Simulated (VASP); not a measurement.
Method: PBE GGA, VASP's PBE PAW potentials (set 64) (plane waves; VASP).

A VASP calculation is set up with these files.

POSCAR:
```
MgSe
1
    0.0000000000     2.7521041348     2.7521041348
    2.7521041348     0.0000000000     2.7521041348
    2.7521041348     2.7521041348     0.0000000000
Mg Se
1 1
Direct
  0.0000000000   0.0000000000   0.0000000000
  0.5000000000   0.5000000000   0.5000000000
```

KPOINTS:
```
Automatic mesh
0
Gamma
8 8 8
0 0 0
```

### INCAR
```
! general
SYSTEM  = MgSe
PREC    = Accurate
ENCUT   = 520
LREAL   = .False.
LASPH   = .True.

! electronic loop
EDIFF   = 1E-6
NELM    = 100
ALGO    = Normal
LMAXMIX = 4

! smearing
ISMEAR  = 0
SIGMA   = 0.05

! functional
GGA     = PE

! output
LWAVE   = .False.
LCHARG  = .True.
```

POTCAR, in this order: Mg Se (PBE.64 set). Program: vasp_std.

Question: What will the output report for the number of irreducible k-points (NKPTS), largest plane-wave count, number of space-group operations, FFT grid (NGX, NGY, NGZ)?

Answer: 
```json
{
  "number of irreducible k-points (NKPTS)": "29",
  "largest_plane_wave_count": "1139",
  "number_of_space_group_operations": "48",
  "FFT grid (NGX, NGY, NGZ)": "30 × 30 × 30"
}
```

The compound is MgSe in the rock salt structure. It was relaxed first.
